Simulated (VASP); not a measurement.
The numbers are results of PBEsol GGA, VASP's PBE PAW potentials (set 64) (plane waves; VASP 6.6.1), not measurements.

A VASP calculation is set up with these files.

INCAR:
```
ALGO=Normal
EDIFF=1E-7
ENCUT=400
GGA=PS
ISIF=2
ISMEAR=-5
LASPH=T
LCHARG=T
LEFG=T
LMAXMIX=6
LORBIT=11
LREAL=F
LWAVE=F
NEDOS=601
NELM=100
PREC=Accurate
SYSTEM=Sm
```

### POSCAR
```
Sm
1
    8.6596752640    -1.7903562727    -0.0066670126
    8.6596752640     1.7903562727    -0.0066670126
    8.2918955188     0.0000000000     3.0724346154
Sm
3
Direct
  1.0000000000   1.0000000000   1.0000000000
  0.2223621980   0.2223621980   0.2223621980
  0.7776378020   0.7776378020   0.7776378020
```

### KPOINTS
```
K-points
0
Gamma
11 11 11
```

POTCAR, in this order: Sm_3 (PBE.64 set). Program: vasp_std.

The 4f electrons are frozen in the core of the lanthanide potential, so 4f levels, which can set the real gap, and their magnetism are missing.

### Question
Estimate the energy per atom (σ→0), band gap (on the k-mesh).

### Answer

```json
{
  "energy per atom (σ→0)": "-491.4 kJ/mol of atoms",
  "band gap (on the k-mesh)": "none (metal, semimetal or under 0.01 eV)"
}
```

File OSZICAR:
```
...
DAV:   7    -0.152801517208E+02    0.38277E-02   -0.73864E-02  7232   0.227E+00    0.278E-01
DAV:   8    -0.152784100261E+02    0.17417E-02   -0.10398E-02  7784   0.858E-01    0.133E-01
DAV:   9    -0.152782134797E+02    0.19655E-03   -0.20256E-03  6816   0.395E-01    0.137E-02
DAV:  10    -0.152782151113E+02   -0.16315E-05   -0.59556E-05  8236   0.521E-02    0.797E-03
DAV:  11    -0.152782159525E+02   -0.84125E-06   -0.28868E-06  7264   0.116E-02    0.244E-03
DAV:  12    -0.152782154080E+02    0.54450E-06   -0.23195E-07  6144   0.406E-03    0.374E-04
DAV:  13    -0.152782154260E+02   -0.17963E-07   -0.20691E-08  4328   0.132E-03
   1 F= -.15278215E+02 E0= -.15278215E+02  d E =0.000000E+00
```

The compound is Sm in the sg166 structure. It was relaxed first.
